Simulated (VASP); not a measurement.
Energy against volume of AlN (zinc blende). Computed with TPSS meta-GGA, VASP's PBE PAW potentials (set 64) (plane waves; VASP 6.6.1). Numerical set-up: 520 eV cut-off, 10×10×10 Γ-centred mesh, Gaussian smearing of 0.050 eV, potentials Al N.

```
V (Å³/atom)  E (eV/atom)
-----------  -----------
10.236         -10.51686
10.552         -10.52335
10.869         -10.51790
11.185         -10.50214
```

Fit these four points and predict the energy of the run at 9.919 Å³/atom.

A cubic in V^(−2/3), the third-order Birch-Murnaghan form, passes through the four points with V0 = 10.56 Å³/atom and B0 = 201 GPa, and gives -10.4965 eV/atom there. The run gave -10.4965 eV/atom, -0.0 meV/atom from the fit; all five points give B0 = 200 GPa.

The compound is AlN in the zinc blende structure, a metastable form; wurtzite is the usual one. It was relaxed first.
